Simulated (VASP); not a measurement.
Output of a VASP run:

File OUTCAR:
```
 ion  position               nearest neighbor table
   1  0.333  0.667  0.250-   2 3.63   2 3.63   2 3.63   2 3.63   2 3.63   2 3.63
   2  0.667  0.333  0.750-   1 3.63   1 3.63   1 3.63   1 3.63   1 3.63   1 3.63
  LATTYP: Found a hexagonal cell.
 ALAT       =     3.7230003652
 C/A-ratio  =     1.5698628597
 Subroutine PRICEL returns:
 Original cell was already a primitive cell.
 Subroutine GETGRP returns: Found 24 space group operations
The static configuration has the point symmetry D_3d.
 The point group associated with its full space group is D_6h.
The dynamic configuration has the point symmetry D_3d.
 Subroutine INISYM returns: Found 24 space group operations
 Subroutine IBZKPT returns following result:
 Found     56 irreducible k-points:

 Following reciprocal coordinates:
            Coordinates               Weight
  0.000000  0.000000  0.000000      1.000000
  0.100000  0.000000  0.000000      6.000000
  0.200000  0.000000  0.000000      6.000000
  0.300000  0.000000  0.000000      6.000000
  0.400000  0.000000  0.000000      6.000000
  0.500000  0.000000  0.000000      3.000000
  0.100000  0.100000  0.000000      6.000000
  0.200000  0.100000  0.000000     12.000000
  0.300000  0.100000  0.000000     12.000000
  0.400000  0.100000  0.000000     12.000000
  0.200000  0.200000  0.000000      6.000000
  0.300000  0.200000  0.000000     12.000000
  0.400000  0.200000  0.000000      6.000000
  0.300000  0.300000  0.000000      6.000000
  0.000000  0.000000  0.166667      2.000000
  0.100000  0.000000  0.166667     12.000000
  0.200000  0.000000  0.166667     12.000000
  0.300000  0.000000  0.166667     12.000000
  0.400000  0.000000  0.166667     12.000000
  0.500000  0.000000  0.166667      6.000000
  0.100000  0.100000  0.166667     12.000000
  0.200000  0.100000  0.166667     24.000000
  0.300000  0.100000  0.166667     24.000000
  0.400000  0.100000  0.166667     24.000000
  0.200000  0.200000  0.166667     12.000000
  0.300000  0.200000  0.166667     24.000000
  0.400000  0.200000  0.166667     12.000000
  0.300000  0.300000  0.166667     12.000000
  0.000000  0.000000  0.333333      2.000000
  0.100000  0.000000  0.333333     12.000000
  0.200000  0.000000  0.333333     12.000000
  0.300000  0.000000  0.333333     12.000000
  0.400000  0.000000  0.333333     12.000000
  0.500000  0.000000  0.333333      6.000000
  0.100000  0.100000  0.333333     12.000000
  0.200000  0.100000  0.333333     24.000000
  0.300000  0.100000  0.333333     24.000000
  0.400000  0.100000  0.333333     24.000000
  0.200000  0.200000  0.333333     12.000000
  0.300000  0.200000  0.333333     24.000000
   k-points           NKPTS =     56   k-points in BZ     NKDIM =     56   number of bands    NBANDS=     15
   number of dos      NEDOS =    301   number of ions     NIONS =      2
   total plane-waves  NPLWV =  23040
   dimension x,y,z NGX =    24 NGY =   24 NGZ =   40
   dimension x,y,z NGXF=    48 NGYF=   48 NGZF=   80
   ions per type =               2
   PREC   = accura    normal or accurate (medium, high low for compatibility)
   ISTART =      0    job   : 0-new  1-cont  2-samecut
   ICHARG =      2    charge: 1-file 2-atom 10-const
   ISPIN  =      1    spin polarized calculation?
   LNONCOLLINEAR =      F non collinear calculations
   LSORBIT =      F    spin-orbit coupling
   INIWAV =      1    electr: 0-lowe 1-rand  2-diag
   ENCUT  =  400.0 eV  29.40 Ry    5.42 a.u.   6.07  6.07  9.53*2*pi/ulx,y,z
   NELM   =    100;   NELMIN=  2; NELMDL= -5     # of ELM steps
   EDIFF  = 0.1E-05   stopping-criterion for ELM
   LREAL  =      F    real-space projection
   NLSPLINE    = F    spline interpolate recip. space projectors
   LMAXMIX     =    4 max onsite mixed and CHGCAR
   VOSKOWN=      0    Vosko Wilk Nusair interpolation
   EDIFFG = 0.1E-04   stopping-criterion for IOM
   NSW    =      0    number of steps for IOM
...
```

OSZICAR:
```
       N       E                     dE             d eps       ncg     rms          rms(c)
DAV:   1     0.755935339633E+02    0.75594E+02   -0.10284E+04  1696   0.115E+03
DAV:   2    -0.617681178952E+01   -0.81770E+02   -0.80807E+02  2108   0.249E+02
DAV:   3    -0.131560877254E+02   -0.69793E+01   -0.69295E+01  3228   0.438E+01
DAV:   4    -0.132785110600E+02   -0.12242E+00   -0.12236E+00  1912   0.687E+00
DAV:   5    -0.132820042036E+02   -0.34931E-02   -0.34928E-02  2460   0.889E-01    0.313E+01
DAV:   6    -0.129130983728E+02    0.36891E+00   -0.47805E-01  1680   0.485E+00    0.194E+01
DAV:   7    -0.128408282508E+02    0.72270E-01   -0.92793E-01  2040   0.623E+00    0.181E+00
DAV:   8    -0.128305712425E+02    0.10257E-01   -0.18777E-01  2051   0.277E+00    0.148E+00
DAV:   9    -0.128293505234E+02    0.12207E-02   -0.34150E-03  2480   0.411E-01    0.310E-01
DAV:  10    -0.128294715991E+02   -0.12108E-03   -0.24193E-03  1729   0.505E-01    0.498E-01
DAV:  11    -0.128293475259E+02    0.12407E-03   -0.25496E-04  1804   0.162E-01    0.361E-02
DAV:  12    -0.128293437860E+02    0.37399E-05   -0.31739E-05  1950   0.540E-02    0.245E-02
DAV:  13    -0.128293450641E+02   -0.12781E-05   -0.63999E-06  1806   0.266E-02    0.879E-04
DAV:  14    -0.128293451223E+02   -0.58218E-07   -0.13281E-07  1057   0.239E-03
   1 F= -.12829345E+02 E0= -.12830237E+02  d E =0.267569E-02
```

File OUTCAR:
```
------------------------ aborting loop because EDIFF is reached ----------------------------------------
  FORCE on cell =-STRESS in cart. coord.  units (eV):
  Direction    XX          YY          ZZ          XY          YZ          ZX
  --------------------------------------------------------------------------------------
  Total       -1.0108858     -1.0108861     -1.4043982     -0.0000000     -0.0000000      0.0000000
  in kB      -23.0855981    -23.0856042    -32.0722394     -0.0000000     -0.0000000      0.0000000
  external PRESSURE =     -26.0811473 kB  Pullay stress =       0.0000000 kB
  volume of cell :       70.16
      direct lattice vectors                 reciprocal lattice vectors
     1.861500000 -3.224213000  0.000000000     0.268600591 -0.155076603  0.000000000
     1.861500000  3.224213000  0.000000000     0.268600591  0.155076603  0.000000000
     0.000000000  0.000000000  5.844600000     0.000000000  0.000000000  0.171098108
 POSITION                                       TOTAL-FORCE (eV/Angst)
 -----------------------------------------------------------------------------------
      1.86150      1.07474      1.46115         0.000000     -0.000000      0.000000
      1.86150     -1.07474      4.38345        -0.000000      0.000000      0.000000
 -----------------------------------------------------------------------------------
    total drift:                               -0.000072      0.000530     -0.000010
  FREE ENERGIE OF THE ION-ELECTRON SYSTEM (eV)
  ---------------------------------------------------
  free  energy   TOTEN  =       -12.8293451223 eV

  energy  without entropy=      -12.8320208152  energy(sigma->0) =      -12.83023702
```
(Selected blocks of OUTCAR.)

**POSCAR**
```
Y
1
    1.8615000000    -3.2242130000     0.0000000000
    1.8615000000     3.2242130000     0.0000000000
    0.0000000000     0.0000000000     5.8446000000
Y
2
Direct
  0.3333330000   0.6666670000   0.2500000000
  0.6666670000   0.3333330000   0.7500000000
```

### Question
Reconstruct the remaining input files.

### Answer
This is not unique; one that fits is the input of the run itself, PBE GGA, plane waves, VASP's PBE PAW potentials (set 64).

**KPOINTS**
```
Automatic mesh
0
Gamma
10 10 6
0 0 0
```

### INCAR
```
# general
SYSTEM  = Y
PREC    = Accurate
ENCUT   = 400
LREAL   = .FALSE.
LASPH   = .TRUE.   # aspherical one-centre terms

# electronic loop
EDIFF   = 1E-6
NELM    = 100   # most electronic steps
ALGO    = Normal
LMAXMIX = 4   # l cut-off of mixed one-centre charges

# smearing
ISMEAR  = 1
SIGMA   = 0.1

# functional
GGA     = PE   # PBE

# ions
ISIF    = 2

# output
LWAVE   = .FALSE.
LCHARG  = .FALSE.
```

POTCAR, in this order: Y_sv (PBE.64 set). Program: vasp_std.

The compound is Y in the hcp structure. The cell was not relaxed at this level.
